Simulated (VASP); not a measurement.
Data:

```
CELL_PARAMETERS angstrom
      6.21217     0.00000     0.00000
      0.00000     6.21217     0.00000
      0.00000     0.00000     6.21217
ATOMIC_POSITIONS crystal
  Cs 0.00000 0.00000 0.00000
  Sn 0.50000 0.50000 0.50000
  I  0.50000 0.00000 0.50000
  I  0.00000 0.50000 0.50000
  I  0.50000 0.50000 0.00000
```

All values below come from MS2 meta-GGA, VASP's PBE PAW potentials (set 64) (plane waves; VASP). Settings: 520 eV cut-off, 4×4×4 Γ-centred mesh, tetrahedra with Blöchl corrections, potentials Cs_sv Sn_d I.

The cores are frozen, which limits the accuracy of field gradients.

**Question.** Give the principal components of the electric field gradient (V/Å²) and the asymmetry η at each nucleus.

**Answer.** 
| atom | Vxx | Vyy | Vzz | η |
|---|---|---|---|---|
| Cs1 | 0.0 | 0.0 | 0.0 | - |
| Sn2 | 0.0 | 0.0 | 0.0 | - |
| I3 | -190.4 | -190.4 | 380.9 | 0.00 |
| I4 | -190.4 | -190.4 | 380.9 | 0.00 |
| I5 | -190.4 | -190.4 | 380.9 | 0.00 |

The compound is CsSnI3 in the cubic perovskite structure, the ideal cubic form; the compound distorts at low or room temperature. It was relaxed first.
